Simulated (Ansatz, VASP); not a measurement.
# AlB4W3 in two plane-wave programs

One calculation is typed for both programs; each brings its own data sets. How far apart do they land? The two relaxations start from unlike cells of this crystal (the structure described is Ansatz's start), so only their ends are compared.

Main program and level: Ansatz 0.2.0; plane waves, with VASP 6.6.1 beside it; relaxation of cell and atoms at PBE.

## Step 1: The starting structure

The structure is orthorhombic, space group Pmmm (No. 47). Conventional cell: a = 3.192 Å, b = 3.248 Å, c = 8.818 Å, α = 90.00°, β = 90.00°, γ = 90.00°. Nearest to W lie 12 B at 2.47 to 2.50 Å. Nearest to W lie 6 B at 2.44 Å and 4 Al at 2.80 Å. Al has 2 B at 2.51 Å and 8 W at 2.80 Å nearest. B has 3 B at 1.85 to 1.92 Å and 6 W at 2.44 to 2.47 Å nearest. Nearest to B lie 2 B at 1.85 Å and 6 W at 2.44 to 2.50 Å and 1 Al at 2.51 Å. Farther neighbours are not listed.

## Step 2: Ansatz: relaxation of cell and atoms, PBE

Ansatz runs on its PAW soft_1 files.

The relaxed volume is the usual yardstick between codes: in a stiff, nearly cubic crystal its relative difference is about their pressure difference at one cell divided by the bulk modulus.

input.yaml reads:

```yaml
crystal:
  lattice:
    - [3.192, 0.0, 0.0]
    - [0.0, 3.248, 0.0]
    - [0.0, 0.0, 8.818]
  atoms:
    - { symbol: W, position: [0.5, 0.0, 0.0] }
    - { symbol: W, position: [0.0, 0.0, 0.6849] }
    - { symbol: W, position: [0.0, 0.0, 0.3151] }
    - { symbol: Al, position: [0.5, 0.5, 0.5] }
    - { symbol: B, position: [0.0, 0.5, 0.8911] }
    - { symbol: B, position: [0.0, 0.5, 0.1089] }
    - { symbol: B, position: [0.5, 0.5, 0.7844] }
    - { symbol: B, position: [0.5, 0.5, 0.2156] }
kpoints:
  mp_grid: { grid: [8, 8, 3] }
scf:
  occupations: { method: fermi_dirac, width: 0.05 }
hamiltonian:
  xc: pbe
  pseudopotentials: { kind: paw, azcp: { folder: soft_1 } }
relax:
  f_tol: 0.015
  max_steps: 70
  cell: {}
output:
  forces: true
  stress: true
```

On the command line:

```bash
> ansatz run input.yaml --threads 4 --pin off --max-ram 10240MiB --backend cpu --events-out ev --progress --plain --runs-dir out
```

Numbers of over 12 decimals in the logs are rounded to 6 here.

The program printed:

```text
Engine: ansatz 0.2.0, aarch64-unknown-linux-gnu
Pseudopotentials: kind: paw
Pseudopotential: W, paw, valence charge 14, recommended cutoff 420 eV (normal), soft_1/W.paw.azcp
Pseudopotential: Al, paw, valence charge 3, recommended cutoff 420 eV (normal), soft_1/Al.paw.azcp
Pseudopotential: B, paw, valence charge 3, recommended cutoff 420 eV (normal), soft_1/B.paw.azcp
Functional definition: PBE
  parameter kappa = 0.804
  parameter beta = 0.066725
  exchange = pbe_x(kappa = kappa, mu = beta*pi^2/3)
  correlation = pbe_c(beta = beta)
Crystal: 8 atoms, lattice volume = 91.422 Å³
Basis set: ecut = 420 eV, 1801 PW (Γ), exchange–correlation on 48×48×120 points (8 copies of the dense FFT grid, shifted against one another)
Bands: 37, of which v1, the nominal top of the filled ones, is band 29 counted from 1 (28 counted from 0)
Symmetry: 8 space group operations
Space group: Pmmm (ITA 47), of the structure as read, at distance tolerance 4.5e-5 Å
k-points: 50 of 192
Non-local potential: W, projectors of the file, l = 0: 3, l = 1: 2, l = 2: 2, l = 3: 1
Non-local potential: Al, projectors of the file, l = 0: 2, l = 1: 2, l = 2: 1
Non-local potential: B, projectors of the file, l = 0: 2, l = 1: 2, l = 2: 1
PAW form: soft (Blöchl's): semilocal exchange-correlation on the pseudo side does not see the compensation charge
PAW one-centre angular grid: W, 590 points (default); XC on 64 Gauss nodes
PAW one-centre angular grid: Al, 110 points (default); XC on 64 Gauss nodes
PAW one-centre angular grid: B, 110 points (default); XC on 64 Gauss nodes
Initial density: superposition of atomic densities (chi_scale 0.1, normalization cell, long waves kept (reshape's long-wave potential 0.14 eV rms))
Initial wavefunctions: pseudopotential atomic-orbital guess
Functional: x = pbe(κ = 0.804, μ = 0.219515), c = pbe(β = 0.066725)
SCF iter   1: F=—  HF=-32323.458667 eV  |F-HF|=—  |Δ(HF+E_count)|=         —  Δρ=8.86e-2  dr2=1.83e1  ethr=3.10e-3  ⟨swp⟩=6.1  Hψ=7930  notcnv=0
preconditioner: auto → Kerker (q_TF=auto, 2.522 Å⁻¹)  [metal: Δε(μ)=0.030 eV  Ē_g=7.921 eV  σ=0.050 eV  W_gap=0.15  n_scr=26 (ndim 8)  ℏωp=22.3 eV  f_vac=0.000  D(μ)=2.34/eV (n_scr^D=18)]
SCF iter   2: F=—  HF=-32320.711073 eV  |F-HF|=—  |Δ(HF+E_count)|=    2.75e0  Δρ=4.63e-2  dr2=5.26e0  ethr=3.10e-3  ⟨swp⟩=2.8  Hψ=3536  notcnv=0  defer=55
SCF iter   3: F=—  HF=-32319.759964 eV  |F-HF|=—  |Δ(HF+E_count)|=   9.51e-1  Δρ=9.36e-3  dr2=1.22e-1  ethr=3.10e-3  ⟨swp⟩=3.1  Hψ=3273  notcnv=0  defer=55
SCF iter   4: F=—  HF=-32319.742181 eV  |F-HF|=—  |Δ(HF+E_count)|=   1.78e-2  Δρ=2.32e-3  dr2=1.07e-2  ethr=2.14e-4  ⟨swp⟩=2.7  Hψ=3179  notcnv=0  defer=55
SCF iter   5: F=—  HF=-32319.740760 eV  |F-HF|=—  |Δ(HF+E_count)|=   1.42e-3  Δρ=8.08e-4  dr2=2.36e-3  ethr=1.87e-5  ⟨swp⟩=1.0  Hψ=1795  notcnv=0  defer=55
SCF iter   6: F=—  HF=-32319.740503 eV  |F-HF|=—  |Δ(HF+E_count)|=   2.57e-4  Δρ=2.06e-4  dr2=1.77e-4  ethr=4.14e-6  ⟨swp⟩=1.1  Hψ=1798  notcnv=0  defer=55
SCF iter   7: F=—  HF=-32319.740488 eV  |F-HF|=—  |Δ(HF+E_count)|=   1.52e-5  Δρ=3.13e-5  dr2=4.86e-6  ethr=3.10e-7  ⟨swp⟩=1.4  Hψ=1821  notcnv=0  defer=55
SCF iter   8: F=—  HF=-32319.740465 eV  |F-HF|=—  |Δ(HF+E_count)|=   2.29e-5  Δρ=5.48e-6  dr2=1.40e-7  ethr=8.53e-9  ⟨swp⟩=1.7  Hψ=1896  notcnv=0  defer=55
SCF iter   9: F=-32319.740465 eV  HF=-32319.740465 eV  |F-HF|=1.87e-9  |Δ(HF+E_count)|=   2.29e-9  Δρ=7.43e-7  dr2=2.09e-9  ethr=1.75e-10  ⟨swp⟩=3.9  Hψ=5161  notcnv=0
SCF 1 converged in 9 iterations: F = -32319.740465 eV  dr2 = 2.09e-9
  greatest PAW one-centre occupation: 0.999 electrons in one spin orbital (limit 2), on the W atom at site 2 (counted from 0), in its partial waves of l = 0
relax step   1: F+E_penalty+E_count = -32319.74046521 eV  Δ(F+E_penalty+E_count) = +0.000e0 eV  max|allowed force component| = 2.318e0 eV/Å  Δτ_max = 0.0000 Å  P = -25.519 GPa  Ω = 91.422 Å³  (9 SCF iters, dr2 threshold 1.00e-7 eV, accepted)
[...]
relax step   8: F+E_penalty+E_count = -32320.87550971 eV  Δ(F+E_penalty+E_count) = +4.411e-3 eV  max|allowed force component| = 6.469e-4 eV/Å  Δτ_max = 0.0000 Å  P = -0.056 GPa  Ω = 82.564 Å³  stress off target by 6.66e-2 GPa  SCF on the basis re-selected at this cell (its energy is not comparable with the rows above)  (6 SCF iters)
[...]
relax step   9: F+E_penalty+E_count = -32320.87552665 eV  Δ(F+E_penalty+E_count) = -1.693e-5 eV  max|allowed force component| = 2.064e-4 eV/Å  Δτ_max = 0.0002 Å  P = -0.000 GPa  Ω = 82.547 Å³  energy of the carried Pulay correction = +1.350e-5 eV  (6 SCF iters, dr2 threshold 1.11e-8 eV, accepted)
[...]
relax step  10: F+E_penalty+E_count = -32320.87551844 eV  Δ(F+E_penalty+E_count) = +8.204e-6 eV  max|allowed force component| = 2.097e-4 eV/Å  Δτ_max = 0.0000 Å  P = -0.000 GPa  Ω = 82.547 Å³  stress off target by 1.83e-3 GPa  SCF on the basis re-selected at this cell (its energy is not comparable with the rows above)  (8 SCF iters)
basis re-selected at this cell: Δ(F+E_penalty+E_count) = +8.204e-6 eV, ΔP = -0.000 GPa vs the last step (what re-selecting the basis moved, of the pressure what is left beyond the Pulay correction that the steps carried, after the strain that the cell walked since its last selection, with what the two solves' SCF thresholds leave and, on support functions, any second-order correction that the steps lacked; it is no m [...]
SCF converged after 8 iterations
Free energy (F): -32320.875518 eV
Harris-Foulkes:  -32320.875518 eV  (|F-HF|=3.64e-12)
Internal energy: -32320.859010 eV  (E = F + TS)
E sigma→0 (E₀):  -32320.867264 eV
Entropy (-TS):   -0.016509 eV (-2.064 meV/atom)
Fermi energy:    18.974725 eV
--- Per-component energies (eV) ---
  E_band       = -257.318850
  E_kinetic    = 1500.118346
  E_local      = -2531.443716  (includes V_loc(G=0)·N_el)
  E_nonlocal   = -37.114108
  E_hartree    = 1098.211555
  E_xc         = -977.579552
  E_vxc        = -885.318620  (∫ρ·V_xc dr)
  E_paw        = -26515.416288  (= ΣΔE_a)
  E_vpaw       = -499.984351  (= ΣTr[D̂ρ^β])
  E_aug_tail   = 0.000487  (compensation charges beyond the density's cutoff)
  E_ewald      = -4857.635733
  E_smearing   = -0.016509  (= −TS)
  E_closure    = 0.000000  (closes the sum)
  Σ components = -32320.875518   (vs F -32320.875518, Δ=0.00e0)
--- Forces (eV/Å), atoms counted from 1 ---
  atom   1  W      0.00000000    -0.00000000     0.00000000
  atom   2  W     -0.00000000    -0.00000000    -0.00001150
  atom   3  W      0.00000000     0.00000000     0.00001150
  atom   4  Al    -0.00000000    -0.00000000     0.00000000
  atom   5  B     -0.00000000     0.00000000     0.00000247
  atom   6  B      0.00000000    -0.00000000    -0.00000247
  atom   7  B      0.00000000     0.00000000    -0.00020968
  atom   8  B     -0.00000000    -0.00000000     0.00020968
  max |Σ_I F_I| component: 1.25e-29 eV/Å
--- Stress (GPa, compression-positive) ---
        0.000206       0.000000      -0.000000
        0.000000      -0.001830      -0.000000
       -0.000000      -0.000000       0.000768
  P = ⅓ Tr σ = -0.0003 GPa (-0.003 kbar)
--- Relaxed structure (8 steps of the walk, 8 accepted, 2 SCFs on fresh bases) ---
  F+E_penalty+E_count = -32320.87551844 eV   max|allowed force component| = 2.097e-4 eV/Å   (the final SCF, on the basis selected at the relaxed cell)
  cell:  # Å, volume = 82.5465 Å³
    - [3.086259, 0, 0]
    - [0, 3.184072, -1.2093836374738644e-17]
    - [0, -3.283357424644253e-17, 8.400082]
  atoms:
    - { symbol: W, position: [0.5, 0, -2.9508791267466666e-19] }
    - { symbol: W, position: [0, 1.7954302817363595e-18, 0.696813] }
    - { symbol: W, position: [0, -1.7954302817363626e-18, 0.303187] }
    - { symbol: Al, position: [0.5, 0.5, 0.500000] }
    - { symbol: B, position: [0, 0.5, 0.893275] }
    - { symbol: B, position: [0, 0.5, 0.106725] }
    - { symbol: B, position: [0.5, 0.5, 0.777687] }
    - { symbol: B, position: [0.5, 0.5, 0.222313] }
```

In the SCF lines HF is the Harris–Foulkes energy and dr2 the Hartree energy of the density residual, in eV; the loop may stop once dr2 is under the threshold and the program's other checks hold. Hψ counts applications of the Hamiltonian.

## Step 3: VASP: relaxation of cell and atoms, PBE

Its own start cell and the same functional, mesh and smearing now go to VASP, with its own data sets.

Lines of VASP's logs that name or quote its potential files are left out, and so is its time.

INCAR reads:

```
SYSTEM = AlB4W3
PREC = Accurate
ENCUT = 600
EDIFF = 1E-07
NELM = 120
ISMEAR = -1
SIGMA = 0.05
LREAL = .FALSE.
ALGO = Normal
GGA = PE
NBANDS = 24
LASPH = .TRUE.
LORBIT = 11
LWAVE = .FALSE.
LCHARG = .FALSE.
ISIF = 3
IBRION = 2
NSW = 80
EDIFFG = -0.005
GGA_COMPAT = .FALSE.
NELMIN = 4
KPAR = 2
```

POSCAR reads:

```
AlB4W3
1.0
    3.0841924225      0.0000000000      0.0000000000
    0.0000000000      3.1819648662      0.0000000000
    0.0000000000      0.0000000000      8.3952462517
W Al B
3 1 4
Direct
    0.5000000000      0.0000000000      0.0000000000
    0.0000000000      0.0000000000      0.6967770207
    0.0000000000      0.0000000000      0.3032229793
    0.5000000000      0.5000000000      0.5000000000
    0.0000000000      0.5000000000      0.8932781520
    0.0000000000      0.5000000000      0.1067218480
    0.5000000000      0.5000000000      0.7776805946
    0.5000000000      0.5000000000      0.2223194054
```

KPOINTS reads:

```
Automatic mesh
0
Gamma
8 8 3
0 0 0
```

PAW data sets: W, Al and B (PBE family, release 64).

On the command line:

```bash
> mpirun -np 2 vasp_std
```

The program printed:

```text
[banner, memory and clock lines left out]
running    2 mpi-ranks, on    1 nodes
 distrk:  each k-point on    1 cores,    2 groups
 distr:  one band on    1 cores,    1 groups

 POSCAR found type information on POSCAR W AlB
 POSCAR found :  3 types and       8 ions
 LDA part: xc-table for (Slater+PW92), standard interpolation
 POSCAR, INCAR and KPOINTS ok, starting setup
 FFT: planning ... GRIDC
 FFT: planning ... GRID_SOFT
 FFT: planning ... GRID
 WAVECAR not read
 entering main loop
       N       E                     dE             d eps       ncg     rms          rms(c)
DAV:   1     0.118609471855E+03    0.11861E+03   -0.15694E+04  2400   0.137E+03
DAV:   2    -0.658523014029E+02   -0.18446E+03   -0.17157E+03  2920   0.310E+02
DAV:   3    -0.787203025362E+02   -0.12868E+02   -0.12339E+02  3504   0.660E+01
DAV:   4    -0.790043136290E+02   -0.28401E+00   -0.28099E+00  3208   0.958E+00
DAV:   5    -0.790130223651E+02   -0.87087E-02   -0.86968E-02  3440   0.151E+00    0.512E+01
DAV:   6    -0.718042095980E+02    0.72088E+01   -0.31458E+01  3336   0.260E+01    0.181E+01
DAV:   7    -0.718176261090E+02   -0.13417E-01   -0.29487E+00  3408   0.109E+01    0.881E+00
DAV:   8    -0.716598363746E+02    0.15779E+00   -0.14301E+00  3440   0.721E+00    0.459E+00
DAV:   9    -0.716014630454E+02    0.58373E-01   -0.22799E-01  3352   0.334E+00    0.874E-01
DAV:  10    -0.716010023981E+02    0.46065E-03   -0.14164E-02  3136   0.818E-01    0.237E-01
DAV:  11    -0.716007220487E+02    0.28035E-03   -0.13293E-03  3568   0.228E-01    0.807E-02
DAV:  12    -0.716007143200E+02    0.77287E-05   -0.26410E-04  3200   0.928E-02    0.186E-02
DAV:  13    -0.716007084750E+02    0.58451E-05   -0.17825E-05  3264   0.275E-02    0.839E-03
DAV:  14    -0.716007083702E+02    0.10478E-06   -0.20596E-06  3360   0.102E-02    0.296E-03
DAV:  15    -0.716007083626E+02    0.75252E-08   -0.58483E-07  3160   0.415E-03
   1 F= -.71600708E+02 E0= -.71592432E+02  d E =-.716007E+02
[...]
2 F= -.71600702E+02 E0= -.71592432E+02  d E =0.648663E-05
[...]
3 F= -.71600718E+02 E0= -.71592445E+02  d E =-.948973E-05
 curvature:  -0.19 expect dE=-0.140E-05 dE for cont linesearch -0.350E-06
 ZBRENT: interpolating
 opt :   0.3792  next Energy=   -71.600718 (dE=-0.984E-05)
 bond charge predicted
       N       E                     dE             d eps       ncg     rms          rms(c)
DAV:   1    -0.716007183722E+02   -0.52891E-06   -0.76070E-06  2520   0.178E-02    0.738E-03
DAV:   2    -0.716007180141E+02    0.35806E-06   -0.27592E-07  2600   0.347E-03    0.380E-03
DAV:   3    -0.716007178191E+02    0.19503E-06   -0.26286E-07  2496   0.343E-03    0.167E-03
DAV:   4    -0.716007177216E+02    0.97449E-07   -0.10074E-07  1800   0.277E-03
   4 F= -.71600718E+02 E0= -.71592444E+02  d E =-.935897E-05
 curvature:  -0.19 expect dE=-0.705E-06 dE for cont linesearch -0.215E-09
 trial: gam= 0.10234 g(F)=  0.323E-05 g(S)=  0.484E-06 ort =-0.209E-06 (trialstep = 0.876E+00)
 search vector abs. value=  0.408E-05
 reached required accuracy - stopping structural energy minimisation
```

(Continued in part 2 of 2.)

[Lines on the potential files, build, host, timing and source positions are cut from VASP's logs without a mark.]

[Logs are printed without paths, hosts, clocks, repeated set-up lines and the standing remarks that a program may print on its own settings, such as how far it seeks lower states.]

[Hosts, paths, dates, database ids (printed as entryN), source tags and the programs' standing remarks are cut or masked in the printed files.]
